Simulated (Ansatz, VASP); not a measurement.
**WSO (2H-WOS 4 layers, 2H (AA')) in two plane-wave programs**

Aim: how closely do two programs agree when they are given the same cell, functional and k mesh? The structure shown is the start of the Ansatz relaxation below; VASP solves that cell, so the two are compared at the walk's first step.

Calculated with Ansatz 0.2.0; plane waves, with VASP 6.6.1 beside it; single point at PBEsol with D3(BJ).

## Step 1: The structure

The cell holds 12 atoms: 4 S, 4 W and 4 O. Cell: a = 3.053 Å, b = 3.053 Å, c = 72.839 Å, α = 90.0°, β = 90.0°, γ = 120.0°. Vacuum lies along c.

## Step 2: Ansatz: relaxation, PBEsol with D3(BJ)

Ansatz runs on its default PAW (the set named soft_2) files.

The two programs are compared at the cell with which this relaxation starts, whose forces are those of its first step.

input.yaml reads:

```yaml
crystal:
  lattice:
    - [3.052956, 0.0, 0.0]
    - [-1.526478, 2.6439374526, 0.0]
    - [0.0, 0.0, 72.8388154324]
  atoms:
    - { symbol: S, position: [0.3333333333, 0.6666666667, 0.3562660904] }
    - { symbol: W, position: [0.0, 0.0, 0.3811451836] }
    - { symbol: O, position: [0.3333333333, 0.6666666667, 0.3977577572] }
    - { symbol: S, position: [0.0, 0.0, 0.4382581412] }
    - { symbol: W, position: [0.3333333333, 0.6666666667, 0.4631372345] }
    - { symbol: O, position: [0.0, 0.0, 0.479749808] }
    - { symbol: S, position: [0.3333333333, 0.6666666667, 0.520250192] }
    - { symbol: W, position: [0.0, 0.0, 0.5451292853] }
    - { symbol: O, position: [0.3333333333, 0.6666666667, 0.5617418588] }
    - { symbol: S, position: [0.0, 0.0, 0.6022422428] }
    - { symbol: W, position: [0.3333333333, 0.6666666667, 0.6271213362] }
    - { symbol: O, position: [0.0, 0.0, 0.6437339096] }
  periodic: [true, true, false]
kpoints:
  mp_grid: { grid: [12, 12, 1] }
hamiltonian:
  xc: pbesol
  dispersion: d3bj
scf:
  occupations: { method: fermi_dirac, width: 0.05 }
  convergence: { dr2_threshold: 1.0e-09 }
relax:
  f_tol: 0.004
  max_steps: 90
  cell: {}
output:
  write_potential: true
  write_density: true
  volumetric_format: npy
```

Launch:

```bash
$ ansatz run input.yaml --threads 4 --pin off --max-ram 12288MiB --backend cpu --events-out ev --progress --plain --runs-dir out
```

Numbers of over 12 decimals in the logs are rounded to 6 here.

The program printed:

```text
Warning: relax.cell: scf.convergence.dr2_threshold = 1e-9 eV is looser than the 1.25364300831e-10 eV advised for a relaxation that steers and ends on the stress (1e-10 eV for each atom of the cell: 12, times the square of relax.cell.stress_2d_tol = 0.05 N/m over 30.9 Å (the atoms' height at the walk's start and 5 Å past either face), 1.616e-2 GPa, over a crystal's default 0.05). What an SCF threshold leaves in a stress goes as its square root, and in the free energy as the threshold itself, and one threshold admits the most on a small cell: [figures from the program's tests cut] Set scf.convergence.dr2_threshold to 1.25364300831e-10 eV or tighter. [rest of the remark cut]
Engine: ansatz 0.2.0, aarch64-unknown-linux-gnu
Pseudopotentials: kind: paw
Pseudopotential: S, paw, valence charge 6, recommended cutoff 420 eV (normal), S.paw.azcp
Pseudopotential: W, paw, valence charge 14, recommended cutoff 420 eV (normal), W.paw.azcp
Pseudopotential: O, paw, valence charge 6, recommended cutoff 420 eV (normal), O.paw.azcp
Functional definition: PBEsol
  exchange = pbesol_x
  correlation = pbesol_c
Crystal: 12 atoms, lattice volume = 587.942 Å³
Basis set: ecut = 420 eV, 11403 PW (Γ), exchange–correlation on 48×48×1000 points (8 copies of the dense FFT grid, shifted against one another)
Bands: 64, of which v1, the nominal top of the filled ones, is band 52 counted from 1 (51 counted from 0)
Symmetry: 6 space group operations
Space group: P3m1 (ITA 156), of the structure as read, at distance tolerance 8.4e-5 Å
k-points: 19 of 144 (time reversal used)
Non-local potential: S, projectors of the file, l = 0: 2, l = 1: 2, l = 2: 2
Non-local potential: W, projectors of the file, l = 0: 3, l = 1: 2, l = 2: 2, l = 3: 1
Non-local potential: O, projectors of the file, l = 0: 2, l = 1: 2, l = 2: 1
PAW form: soft (Blöchl's): semilocal exchange-correlation on the pseudo side does not see the compensation charge
PAW frozen core: S, regenerated for the run's functional, and the local potential with it (the file was generated under x = pbe(κ = 0.804, μ = 0.219515), c = pbe(β = 0.066725))
PAW frozen core: W, regenerated for the run's functional, and the local potential with it (the file was generated under x = pbe(κ = 0.804, μ = 0.219515), c = pbe(β = 0.066725))
PAW frozen core: O, regenerated for the run's functional, and the local potential with it (the file was generated under x = pbe(κ = 0.804, μ = 0.219515), c = pbe(β = 0.066725))
PAW one-centre angular grid: S, 110 points (default); XC on 64 Gauss nodes
PAW one-centre angular grid: W, 590 points (default); XC on 64 Gauss nodes
PAW one-centre angular grid: O, 110 points (default); XC on 64 Gauss nodes
Initial density: superposition of atomic densities (neutral atoms: chi_scale 0, normalization atom), corrected by the library's trained network
Initial wavefunctions: pseudopotential atomic-orbital guess
Functional: x = pbesol(κ = 0.804, μ = 0.123457), c = pbesol(β = 0.046)
SCF iter   1: F=—  HF=-46817.099831 eV  |F-HF|=—  |Δ(HF+E_count)|=         —  Δρ=2.28e-2  dr2=3.49e2  ethr=1.77e-3  ⟨swp⟩=11.4  Hψ=8155  notcnv=0  defer=11
preconditioner: auto → LDOS  [metal: Δε(μ)=0.016 eV  Ē_g=8.660 eV  σ=0.050 eV  W_gap=0.08  n_scr=46 (ndim 8)  ℏωp=13.0 eV  f_vac=0.669  D(μ)=8.00/eV (n_scr^D=36)  β→1.0]
SCF iter   2: F=—  HF=-46817.316640 eV  |F-HF|=—  |Δ(HF+E_count)|=   2.17e-1  Δρ=1.88e-2  dr2=1.51e1  ethr=1.77e-3  ⟨swp⟩=4.2  Hψ=2777  notcnv=0  defer=54
SCF iter   3: F=—  HF=-46816.513760 eV  |F-HF|=—  |Δ(HF+E_count)|=   8.03e-1  Δρ=9.51e-3  dr2=1.24e1  ethr=1.77e-3  ⟨swp⟩=4.2  Hψ=2282  notcnv=0  defer=58
SCF iter   4: F=—  HF=-46816.411801 eV  |F-HF|=—  |Δ(HF+E_count)|=   1.02e-1  Δρ=6.54e-3  dr2=6.44e0  ethr=1.77e-3  ⟨swp⟩=3.3  Hψ=2386  notcnv=0  defer=49
SCF iter   5: F=—  HF=-46816.342007 eV  |F-HF|=—  |Δ(HF+E_count)|=   6.98e-2  Δρ=3.79e-3  dr2=5.03e0  ethr=1.77e-3  ⟨swp⟩=3.1  Hψ=2108  notcnv=0  defer=49
SCF iter   6: F=—  HF=-46816.310369 eV  |F-HF|=—  |Δ(HF+E_count)|=   3.16e-2  Δρ=2.88e-3  dr2=3.07e0  ethr=1.77e-3  ⟨swp⟩=1.4  Hψ=1461  notcnv=0  defer=46
SCF iter   7: F=—  HF=-46816.284514 eV  |F-HF|=—  |Δ(HF+E_count)|=   2.59e-2  Δρ=1.85e-3  dr2=1.13e0  ethr=1.77e-3  ⟨swp⟩=1.3  Hψ=1247  notcnv=0  defer=46
SCF iter   8: F=—  HF=-46816.269607 eV  |F-HF|=—  |Δ(HF+E_count)|=   1.49e-2  Δρ=1.89e-3  dr2=8.36e-1  ethr=1.09e-3  ⟨swp⟩=1.8  Hψ=1569  notcnv=0  defer=37
[...]
basis re-selected at this cell: Δ(F+E_penalty+E_count) = +2.325e-4 eV, ΔP = -0.004 N/m vs the last step (what re-selecting the basis moved, of the pressure what is left beyond the Pulay correction that the steps carried, after the strain that the cell walked since its last selection, with what the two solves' SCF thresholds leave and, on support functions, any second-order correction that the steps lacked; it is no m [...]
WARN: The output density's exchange-correlation potential varies sharply where the density is thin. Do not read a vacuum level from v_tot or v_xc, or from such a field of the output density. On a cell that repeats whose density bears no net charge and no dipole along the vacuum's axis use v_es (v_loc + v_h of the components); under efield.dipole_correction with no amplitude use v_es + v_field, which holds any externa [...]
SCF converged after 6 iterations
Free energy (F): -46818.701293 eV
Harris-Foulkes:  -46818.701293 eV  (|F-HF|=1.49e-9)
Internal energy: -46818.692356 eV  (E = F + TS)
E sigma→0 (E₀):  -46818.696824 eV
Entropy (-TS):   -0.008937 eV (-0.745 meV/atom)
Fermi energy:    -4.815289 eV
--- Per-component energies (eV) ---
  E_band       = -2632.699960
  E_kinetic    = 2942.050690
  E_local      = -1441503.576449  (includes V_loc(G=0)·N_el)
  E_nonlocal   = 317.663475
  E_hartree    = 718983.005579
  E_xc         = -1742.220948
  E_vxc        = -1684.910648  (∫ρ·V_xc dr)
  E_paw        = -36688.874339  (= ΣΔE_a)
  E_vpaw       = -669.951759  (= ΣTr[D̂ρ^β])
  E_aug_tail   = 0.009541  (compensation charges beyond the density's cutoff)
  E_ewald      = 710875.388942
  E_disp       = -3.414964  (pairwise vdW)
  E_core_change = 1.276118  (= ΣΔE_core)
  E_smearing   = -0.008937  (= −TS)
  E_closure    = -0.000000  (closes the sum)
  Σ components = -46818.701293   (vs F -46818.701293, Δ=0.00e0)
--- Forces (eV/Å), atoms counted from 1 ---
  atom   1  S     -0.00000000     0.00000000    -0.00018928
  atom   2  W      0.00000000    -0.00000000    -0.00071868
  atom   3  O      0.00000000    -0.00000000     0.00091558
  atom   4  S     -0.00000000    -0.00000000     0.00006562
  atom   5  W      0.00000000     0.00000000    -0.00041762
  atom   6  O      0.00000000     0.00000000     0.00030331
  atom   7  S      0.00000000     0.00000000     0.00018209
  atom   8  W      0.00000000     0.00000000    -0.00028026
  atom   9  O     -0.00000000    -0.00000000     0.00017504
  atom  10  S      0.00000000     0.00000000    -0.00019173
  atom  11  W      0.00000000     0.00000000    -0.00042287
  atom  12  O     -0.00000000     0.00000000     0.00056904
  max |Σ_I F_I| component: 9.77e-6 eV/Å
--- 2D stress c σ (N/m, compression-positive) ---
       -0.024895      -0.000000      -0.000000
       -0.000000      -0.024895      -0.000000
       -0.000000      -0.000000      -0.000000
  P = ½ c Tr σ = -0.0249 N/m
--- Band table (eV; the first three rows and the last of 19) ---
  k-point 0: bands = [... 48 lower, -6.6035, -5.8914, -5.3183, -4.6520, -4.1259, -4.1259, -3.5544, -3.5544, ... 8 higher]
  k-point 1: bands = [... 48 lower, -6.7296, -6.0818, -5.5167, -4.8496, -4.1991, -4.1101, -3.6691, -3.5930, ... 8 higher]
  k-point 2: bands = [... 48 lower, -7.1974, -6.6254, -6.0619, -5.3622, -4.4252, -4.1306, -3.9095, -3.5796, ... 8 higher]
  k-point 18: bands = [... 48 lower, -7.4890, -6.9069, -6.3469, -5.7046, -4.7910, -4.2141, -3.6541, -3.4224, ... 8 higher]
  the weakly bound empty levels are not read free of the cell's end (no_gap_told)
--- Relaxed structure (11 steps of the walk, 11 accepted, 2 SCFs on fresh bases) ---
  F+E_penalty+E_count = -46818.70129270 eV   max|allowed force component| = 9.164e-4 eV/Å   (the final SCF, on the basis selected at the relaxed cell)
  cell:  # Å, volume = 550.8791 Å³
    - [2.955163, 0, 0]
    - [-1.477581, 2.559246, 0]
    - [0, 0, 72.8388154324]
  atoms:
    - { symbol: S, position: [0.333333, 0.666667, 0.369061] }
    - { symbol: W, position: [3.1629597904026163e-17, -2.7755575615628904e-17, 0.391486] }
    - { symbol: O, position: [0.333333, 0.666667, 0.407524] }
    - { symbol: S, position: [1.708611268224027e-17, -2.7755575615628892e-17, 0.443844] }
    - { symbol: W, position: [0.333333, 0.666667, 0.466200] }
    - { symbol: O, position: [7.623606404746918e-18, -2.775557561562888e-17, 0.482242] }
    - { symbol: S, position: [0.333333, 0.666667, 0.518436] }
    - { symbol: W, position: [-1.3270857515075721e-17, -2.7755575615628907e-17, 0.540790] }
    - { symbol: O, position: [0.333333, 0.666667, 0.556824] }
    - { symbol: S, position: [-2.780234288242398e-17, -2.7755575615628907e-17, 0.593152] }
    - { symbol: W, position: [0.333333, 0.666667, 0.615534] }
    - { symbol: O, position: [-3.760239175085078e-17, -2.7755575615628926e-17, 0.631440] }
```

[end of part 1 of 2]

[Lines on the potential files, build, host, timing and source positions are cut from VASP's logs without a mark.]

[Logs are printed without paths, hosts, clocks, repeated set-up lines and the standing remarks that a program may print on its own settings, such as how far it seeks lower states.]

[Hosts, paths, dates, database ids (printed as entryN), source tags and the programs' standing remarks are cut or masked in the printed files.]
